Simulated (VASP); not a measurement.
# GeSn (relaxed from the rock salt structure, space group Fm-3m): computed properties

Calculation: PBEsol GGA, VASP's PBE PAW potentials (set 64) (plane waves; VASP).

```yaml
space_group: Fm-3m (225)
cell: a = b = c = 5.6992 Å, α = β = γ = 90.00°
volume_per_atom: 23.14 Å³/atom
band gap (over mesh and band path): none (metal, semimetal or under 0.01 eV)
density: 6.87 g/cm³
```

```cif
data_Ge4Sn4
_chemical_formula_sum 'Ge4 Sn4'
_space_group_name_H-M_alt 'Fm-3m'
_space_group_IT_number 225
_space_group_name_Hall '-F 4 2 3'
_cell_length_a 5.69918
_cell_length_b 5.69918
_cell_length_c 5.69918
_cell_angle_alpha 90.000
_cell_angle_beta 90.000
_cell_angle_gamma 90.000
loop_
_atom_site_label
_atom_site_type_symbol
_atom_site_symmetry_multiplicity
_atom_site_Wyckoff_symbol
_atom_site_fract_x
_atom_site_fract_y
_atom_site_fract_z
_atom_site_occupancy
Ge1 Ge 4 a 0.00000 0.00000 0.00000 1
Sn1 Sn 4 b 0.50000 0.50000 0.50000 1
```
(The calculation used a cell of 2 atoms; values per cell refer to that cell.)

Unless said otherwise, spin-orbit coupling is left out, though it shifts the bands of the heavy elements here.

The structure was generated: GeSn was put into the rock salt type (Fm-3m), which need not be its known phase. It was relaxed first, which changed the volume by +6 %. Symmetry was kept, so distortions that lower it aren't found.
